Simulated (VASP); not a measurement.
Band gaps of RbCl (rock salt) from VASP (PAW), without and with spin-orbit coupling. Semilocal levels are at their own relaxed cell, hybrids and mBJ at PBE's; 0.00 means no gap at that level.

The cell of the PBE run:

```cif
data_Cl4Rb4
_chemical_formula_sum 'Rb4 Cl4'
_space_group_name_H-M_alt 'Fm-3m'
_space_group_IT_number 225
_space_group_name_Hall '-F 4 2 3'
_cell_length_a 6.70411
_cell_length_b 6.70411
_cell_length_c 6.70411
_cell_angle_alpha 90.000
_cell_angle_beta 90.000
_cell_angle_gamma 90.000
loop_
_atom_site_label
_atom_site_type_symbol
_atom_site_symmetry_multiplicity
_atom_site_Wyckoff_symbol
_atom_site_fract_x
_atom_site_fract_y
_atom_site_fract_z
_atom_site_occupancy
Rb1 Rb 4 a 0.00000 0.00000 0.00000 1
Cl1 Cl 4 b 0.50000 0.50000 0.50000 1
```
(The calculation used a cell of 2 atoms; values per cell refer to that cell.)

```json
[
 {"level": "PBE", "gap without SOC (eV)": "4.82", "gap with SOC (eV)": "(withheld)", "shift (eV)": "(withheld)"},
 {"level": "PBEsol", "gap without SOC (eV)": "4.89", "gap with SOC (eV)": "(withheld)", "shift (eV)": "(withheld)"}
]
```

**Question.** What belongs in the gaps?

**Answer.** 
- PBE, gap with SOC (eV): 4.78
- PBE, shift (eV): -0.04
- PBEsol, gap with SOC (eV): 4.84
- PBEsol, shift (eV): -0.05

Only levels that ran to the end are used. Left out are those held back, those with too coarse a band path, GW runs whose mesh misses a band edge, hybrids' fits of cells that aren't cubic and levels without matching references; a question may draw on a part of the rest.

The compound is RbCl in the rock salt structure.
